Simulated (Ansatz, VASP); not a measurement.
# Cross-check of Tl2Te between VASP and Ansatz, part 2 of 2

One calculation is typed for both programs; each brings its own data sets. How far apart do they land? The cell is generated by rule, not measured, and may not be a known phase. Of the first pair: The cell is taken from a series of runs on this material, whose earlier steps may have relaxed, scaled, displaced or heated it; both programs get it as it stands.

VASP 6.6.1 and Ansatz 0.2.0.

So far: Starting point; Ansatz: relaxation of cell and atoms, LDA, pair 1; VASP: relaxation of cell and atoms, LDA, pair 1; Differences.

## (5) VASP: relaxation of cell and atoms, LDA, pair 2

Level of this step: LDA; plane waves and PAW (Te, Tl_d); invented cell (VASP).

The relaxed volume is the usual yardstick between codes: in a stiff, nearly cubic crystal its relative difference is about their pressure difference at one cell divided by the bulk modulus. Its start cell is another than that of the pair before, and may be another structure of the material.

INCAR

```
SYSTEM = Tl2Te
PREC = Accurate
ENCUT = 500
EDIFF = 1E-07
NELM = 120
ISMEAR = 0
SIGMA = 0.01
LREAL = .FALSE.
ALGO = Normal
GGA = CA
NBANDS = 22
LORBIT = 11
LWAVE = .FALSE.
LCHARG = .FALSE.
ISIF = 3
IBRION = 2
NSW = 80
EDIFFG = -0.005
LASPH = .TRUE.
GGA_COMPAT = .FALSE.
NELMIN = 4
EFERMI = MIDGAP
```

POSCAR

```
Tl2Te
1.0
    0.0000000000      3.7830199750      3.7830199750
    3.7830199750      0.0000000000      3.7830199750
    3.7830199750      3.7830199750      0.0000000000
Te Tl
1 2
Direct
    0.0000000000      0.0000000000      0.0000000000
    0.2500000000      0.2500000000      0.2500000000
    0.7500000000      0.7500000000      0.7500000000
```

KPOINTS

```
Automatic mesh
0
Gamma
6 6 6
0 0 0
```

Potentials, in the order of the species: Te and Tl_d (LDA family, release 64).

Started as:

```bash
$ mpirun -np 1 vasp_std
```

Numbers of over 12 decimals in the logs are rounded to 6 here.

What it wrote:

```text
[... set-up lines as in an earlier step ...]
 entering main loop
       N       E                     dE             d eps       ncg     rms          rms(c)
DAV:   1     0.151499979357E+03    0.15150E+03   -0.14812E+04   704   0.122E+03
DAV:   2    -0.517908024804E+01   -0.15668E+03   -0.15023E+03   836   0.260E+02
DAV:   3    -0.101275749634E+02   -0.49485E+01   -0.48627E+01   812   0.381E+01
DAV:   4    -0.101888231333E+02   -0.61248E-01   -0.61242E-01   812   0.457E+00
[...]
DAV:  13    -0.100156462281E+02    0.14638E-06   -0.74717E-07   728   0.377E-03    0.615E-03
DAV:  14    -0.100156458617E+02    0.36636E-06   -0.71690E-07   726   0.626E-03    0.507E-04
DAV:  15    -0.100156458914E+02   -0.29739E-07   -0.26111E-07   698   0.234E-03
   1 F= -.10015646E+02 E0= -.10015646E+02  d E =-.100156E+02
[...]
N       E                     dE             d eps       ncg     rms          rms(c)
DAV:   1    -0.100158309984E+02   -0.18514E-03   -0.33081E-03   704   0.439E-01    0.812E-02
DAV:   2    -0.100156755631E+02    0.15544E-03   -0.33045E-04   704   0.135E-01    0.247E-02
DAV:   3    -0.100156536046E+02    0.21958E-04   -0.82690E-05   704   0.696E-02    0.187E-02
DAV:   4    -0.100156530665E+02    0.53807E-06   -0.23142E-06   710   0.927E-03    0.877E-03
DAV:   5    -0.100156528865E+02    0.18007E-06   -0.71432E-07   734   0.638E-03    0.242E-03
DAV:   6    -0.100156528809E+02    0.55347E-08   -0.35615E-08   352   0.130E-03
   2 F= -.10015653E+02 E0= -.10015653E+02  d E =-.698951E-05
 trial-energy change:   -0.000007  1 .order   -0.000006   -0.000011   -0.000002
 step:   1.1356(harm=  1.1864)  dis= 0.00000  next Energy=   -10.015653 (dE=-0.711E-05)
 reached required accuracy - stopping structural energy minimisation
```

OUTCAR, selected parts (step 5):

```text
  Total       -0.0023919     -0.0023919     -0.0023919      0.0000000      0.0000000     -0.0000000
  in kB       -0.0354185     -0.0354185     -0.0354185      0.0000000      0.0000000     -0.0000000
  external PRESSURE =      -0.0354185 kB  Pullay stress =       0.0000000 kB

 POSITION                                       TOTAL-FORCE (eV/Angst)
 -----------------------------------------------------------------------------------
      3.78209      3.78209      0.00000         0.000000      0.000000     -0.000000
      1.89105      1.89105      1.89105         0.000000      0.000000      0.000000
      5.67314      5.67314      5.67314        -0.000000     -0.000000     -0.000000
 -----------------------------------------------------------------------------------
    total drift:                                0.000000     -0.000000      0.000000

  FREE ENERGIE OF THE ION-ELECTRON SYSTEM (eV)
  ---------------------------------------------------
  free  energy   TOTEN  =       -10.0156528809 eV

  energy  without entropy=      -10.0156528809  energy(sigma->0) =      -10.01565288

[... 1 part as in an earlier step ...]

[... 3 further parts left out ...]
[key lines of the parts left out:]
E-fermi :   4.6993
```

## (6) Ansatz: relaxation of cell and atoms, LDA, pair 2

Its own start cell and the same functional (in two slightly different forms), mesh and smearing now go to Ansatz, which takes its cutoff from its data sets.

The two relaxations start from unlike cells of this crystal (the structure described is Ansatz's start), so only their ends are compared.

input.yaml

```yaml
crystal:
  lattice:
    - [0.0, 4.11258, 4.11258]
    - [4.11258, 0.0, 4.11258]
    - [4.11258, 4.11258, 0.0]
  atoms:
    - { symbol: Te, position: [0.0, 0.0, 0.0] }
    - { symbol: Tl, position: [0.25, 0.25, 0.25] }
    - { symbol: Tl, position: [0.75, 0.75, 0.75] }
kpoints:
  mp_grid: { grid: [6, 6, 6] }
hamiltonian:
  xc: lda
  pseudopotentials: { kind: nc, accuracy: standard }
scf:
  occupations: { method: gaussian, width: 0.01 }
output:
  forces: true
  stress: true
  eigenvalues: true
relax:
  adjacent_minimum: "off"
  f_tol: 0.003
  max_steps: 80
  cell: { stress_tol: 0.03 }
```

Started as:

```bash
$ ansatz run input.yaml --threads 4 --pin off --max-ram 8192MiB --backend cpu --events-out ev --progress --plain --runs-dir out
```

What it wrote:

```text
[...]
Crystal: 3 atoms, lattice volume = 139.115 Å³
Basis set: ecut = 1120 eV, 11791 PW (Γ)
Bands: 26, of which v1, the nominal top of the filled ones, is band 21 counted from 1 (20 counted from 0)
Symmetry: 48 space group operations
[...]
k-points: 16 of 216
[...]
k-point 15: bands = [... 17 lower, 1.6565, 4.1725, 5.6605, 7.6130, 8.0324, 10.1373, 11.7220, 12.1200, ... 1 higher]
--- Relaxed structure (5 steps of the walk, 5 accepted, 1 SCFs on fresh bases) ---
[...]
cell:  # Å, volume = 107.9317 Å³
    - [0, 3.778967, 3.778967]
    - [3.778967, 0, 3.778967]
    - [3.778967, 3.778967, 0]
  atoms:
    - { symbol: Te, position: [0, 0, 0] }
    - { symbol: Tl, position: [0.25, 0.25, 0.25] }
    - { symbol: Tl, position: [0.75, 0.75, 0.75] }
[key lines of the parts left out:]
SCF converged after 5 iterations
Free energy (F): -6147.697612 eV
Fermi energy:    7.822667 eV
P = ⅓ Tr σ = -0.0158 GPa (-0.158 kbar)
```

## (7) Differences

What differs besides the data sets and the points named for the pairs above, as far as they apply: the data sets hold 42 valence electrons in Ansatz (on norm-conserving files, of PseudoDojo where its log says so) and 32 in VASP. Total energies have different zeros and are not compared.

The two programs side by side:

```tsv
quantity	Ansatz	VASP	difference
volume (Å³)	107.93	108.20	-0.25 %
edge a after relaxation, in the typed setting (Å)	5.344	5.349	-0.08 %
```

## (8) Results

* difference in volume (relaxation of cell and atoms, LDA, pair 1): -0.34 %
* difference in volume (relaxation of cell and atoms, LDA, pair 2): -0.25 %

**Reading.** The difference in volume is -0.34 % (relaxation of cell and atoms, LDA, pair 1), within the 1.2 % picked in this series as the mark of a large difference, as far as the stopping tolerances let one tell. The data sets hold unlike numbers of valence electrons (42 in Ansatz and 32 in VASP), so part of the differences comes from the potentials. How closely two codes agree says nothing of how well the functional describes the real material.

[Lines on the potential files, build, host, timing and source positions are cut from VASP's logs without a mark.]

[Logs are printed without paths, hosts, clocks, repeated set-up lines and the standing remarks that a program may print on its own settings, such as how far it seeks lower states.]

[Hosts, paths, dates, database ids (printed as entryN), source tags and the programs' standing remarks are cut or masked in the printed files.]
